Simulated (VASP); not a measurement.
```yaml
crystal:
  lattice:
    - [1.52915, -2.64857, 0.00000]
    - [1.52915, 2.64857, 0.00000]
    - [0.00000, 0.00000, 6.08448]
  atoms:
    - { symbol: Cd, position: [0.33333, 0.66667, 0.25000] }
    - { symbol: Cd, position: [0.66667, 0.33333, 0.75000] }
```

All values below come from RPBE GGA, VASP's PBE PAW potentials (set 64) (plane waves; VASP). Numerical set-up: 520 eV cut-off, 15×15×7 Γ-centred mesh, tetrahedra with Blöchl corrections, potentials Cd.

Q: Predict the energy per atom (σ→0), band gap (on the k-mesh) with the smallest direct gap where there is one.

A: 
```json
{
 "band gap (on the k-mesh)": "none (metal, semimetal or under 0.01 eV)",
 "energy per atom (σ→0)": "-0.358 eV/atom"
}
```

The absolute energy has meaning only against runs of the same code, potentials and settings.

The compound is Cd in the hcp structure. It was relaxed first, which changed the volume by +14 %.
